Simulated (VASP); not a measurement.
Method: PBE GGA, VASP's PBE PAW potentials (set 64) (plane waves; VASP).

Input for VASP

File KPOINTS:
```
Regular mesh
0
Gamma
10 10 4
0 0 0
```

### POSCAR
```
La
1
    1.8494609869    -3.2033606198     0.0000000000
    1.8494609869     3.2033606198     0.0000000000
    0.0000000000     0.0000000000    11.8229886007
La
4
Direct
  1.0000000000   0.0000000000   0.5000000000
  1.0000000000   0.0000000000   0.0000000000
  0.3333330000   0.6666670000   0.2500000000
  0.6666670000   0.3333330000   0.7500000000
```

### INCAR
```
SYSTEM = La
PREC = Accurate
ENCUT = 480
EDIFF = 1E-7
NELM = 100
ALGO = Normal
LREAL = .FALSE.
LASPH = .TRUE.
ISMEAR = 1
SIGMA = 0.1
GGA = PE
LMAXMIX = 6
LWAVE = .FALSE.
LCHARG = .FALSE.
ISIF = 2
```

POTCAR, in this order: La (PBE.64 set). Program: vasp_std.

The resulting files:

### OSZICAR
```
       N       E                     dE             d eps       ncg     rms          rms(c)
DAV:   1     0.556027972377E+03    0.55603E+03   -0.14212E+04  2208   0.216E+03
DAV:   2     0.109511543362E+03   -0.44652E+03   -0.44138E+03  3280   0.448E+02
DAV:   3    -0.310751266806E+01   -0.11262E+03   -0.11162E+03  4040   0.275E+02
DAV:   4    -0.172285779170E+02   -0.14121E+02   -0.13875E+02  4040   0.967E+01
DAV:   5    -0.192369331386E+02   -0.20084E+01   -0.19472E+01  4280   0.325E+01    0.528E+00
DAV:   6    -0.194472814145E+02   -0.21035E+00   -0.25663E+00  4200   0.117E+01    0.269E+00
DAV:   7    -0.194709591641E+02   -0.23678E-01   -0.38526E-01  4176   0.448E+00    0.646E-01
DAV:   8    -0.194807800424E+02   -0.98209E-02   -0.59049E-02  4296   0.162E+00    0.222E-01
DAV:   9    -0.194832072607E+02   -0.24272E-02   -0.10329E-02  4208   0.568E-01    0.166E-01
DAV:  10    -0.194847964595E+02   -0.15892E-02   -0.68277E-03  3632   0.559E-01    0.382E-02
DAV:  11    -0.194848114883E+02   -0.15029E-04   -0.66967E-04  4168   0.217E-01    0.333E-02
DAV:  12    -0.194848159926E+02   -0.45043E-05   -0.12707E-04  4200   0.559E-02    0.188E-02
DAV:  13    -0.194848193182E+02   -0.33256E-05   -0.46962E-05  3744   0.460E-02    0.569E-03
DAV:  14    -0.194848183450E+02    0.97323E-06   -0.92711E-06  3880   0.193E-02    0.249E-03
DAV:  15    -0.194848179531E+02    0.39189E-06   -0.15397E-06  2344   0.613E-03    0.468E-04
DAV:  16    -0.194848181395E+02   -0.18635E-06   -0.41231E-07  2160   0.464E-03    0.149E-04
DAV:  17    -0.194848180397E+02    0.99754E-07   -0.10994E-07  2040   0.378E-03
   1 F= -.19484818E+02 E0= -.19484615E+02  d E =-.610229E-03
```

File OUTCAR:
```
------------------------ aborting loop because EDIFF is reached ----------------------------------------
  FORCE on cell =-STRESS in cart. coord.  units (eV):
  Direction    XX          YY          ZZ          XY          YZ          ZX
  --------------------------------------------------------------------------------------
  Total        1.5547683      1.5547685      1.4596843      0.0000000      0.0000000     -0.0000000
  in kB       17.7814830     17.7814855     16.6940317      0.0000000      0.0000000     -0.0000000
  external PRESSURE =      17.4190001 kB  Pullay stress =       0.0000000 kB
  volume of cell :      140.09
      direct lattice vectors                 reciprocal lattice vectors
     1.849460987 -3.203360620  0.000000000     0.270349039 -0.156086079  0.000000000
     1.849460987  3.203360620  0.000000000     0.270349039  0.156086079  0.000000000
     0.000000000  0.000000000 11.822988601     0.000000000  0.000000000  0.084580983
 POSITION                                       TOTAL-FORCE (eV/Angst)
 -----------------------------------------------------------------------------------
      0.00000      0.00000      5.91149        -0.000000     -0.000000      0.000000
      0.00000      0.00000      0.00000        -0.000000     -0.000000      0.000000
      1.84946      1.06779      2.95575        -0.000000      0.000000     -0.000000
      1.84946     -1.06779      8.86724         0.000000     -0.000000     -0.000000
 -----------------------------------------------------------------------------------
    total drift:                                0.000000      0.000000      0.000000
  FREE ENERGIE OF THE ION-ELECTRON SYSTEM (eV)
  ---------------------------------------------------
  free  energy   TOTEN  =       -19.4848180397 eV

  energy  without entropy=      -19.4842078109  energy(sigma->0) =      -19.48461463
```
(Selected blocks of OUTCAR.)

File OUTCAR:
```
 val. band max:        8.4736409117   @ k =   0.3000   0.3000   0.2500

 cond. band min:       8.4784010244   @ k =   0.3000   0.3000   0.0000


 Fermi energy:         8.4743887197

 k-point     1 :       0.0000    0.0000    0.0000
  band No.  band energies     occupation
      1     -24.3607      2.00000
      2     -24.2376      2.00000
      3     -24.2215      2.00000
      4     -24.0929      2.00000
      5      -8.8971      2.00000
      6      -8.1140      2.00000
      7      -8.1039      2.00000
      8      -7.4765      2.00000
      9      -7.4765      2.00000
     10      -7.3741      2.00000
     11      -7.3741      2.00000
     12      -7.3500      2.00000
     13      -7.3500      2.00000
     14      -7.2438      2.00000
     15      -7.2438      2.00000
     16      -7.2010      2.00000
     17       5.3193      2.00000
     18       6.6240      2.00000
     19       6.6593      2.00000
     20       6.6740      2.00000
     21       9.0053     -0.00000
     22       9.1537     -0.00000
     23       9.7084     -0.00000
     24       9.7497     -0.00000
     25       9.7916     -0.00000
     26       9.8652     -0.00000

 k-point     2 :       0.1000    0.0000    0.0000
  band No.  band energies     occupation
      1     -24.3411      2.00000
      2     -24.2233      2.00000
      3     -24.2072      2.00000
      4     -24.0844      2.00000
      5      -8.8488      2.00000
      6      -8.1328      2.00000
      7      -8.1242      2.00000
      8      -7.5987      2.00000
      9      -7.5162      2.00000
     10      -7.4563      2.00000
     11      -7.4407      2.00000
     12      -7.4017      2.00000
     13      -7.3775      2.00000
     14      -7.3666      2.00000
     15      -7.2585      2.00000
     16      -7.2227      2.00000
     17       5.6004      2.00000
     18       6.8754      2.00000
     19       6.9191      2.00000
     20       6.9349      2.00000
     21       8.6442     -0.03722
     22       8.9176     -0.00000
...
```

The compound is La in the dhcp structure. This cell was strained or had an atom moved on purpose.
